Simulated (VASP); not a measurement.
Energy against volume of KZnF3 (cubic perovskite). All values below come from r2SCAN+rVV10, VASP's PBE PAW potentials (set 64) (plane waves; VASP). Numerical set-up: 520 eV cut-off, 6×6×6 Γ-centred mesh, Gaussian smearing of 0.050 eV, potentials K_sv Zn F.

| V (Å³/atom) | E (eV/atom) |
|---|---|
| 12.312 | -7.38323 |
| 12.705 | -7.39602 |
| 13.098 | -7.40069 |
| 13.491 | -7.39843 |

Problem. Fit these four points and predict the energy of the run at 13.884 Å³/atom.

Solution. A cubic in V^(−2/3), the third-order Birch-Murnaghan form, passes through the four points with V0 = 13.16 Å³/atom and B0 = 92 GPa, and gives -7.3903 eV/atom there. The run gave -7.3903 eV/atom, -0.0 meV/atom from the fit; all five points give B0 = 92 GPa.

The compound is KZnF3 in the cubic perovskite structure. It was relaxed first.
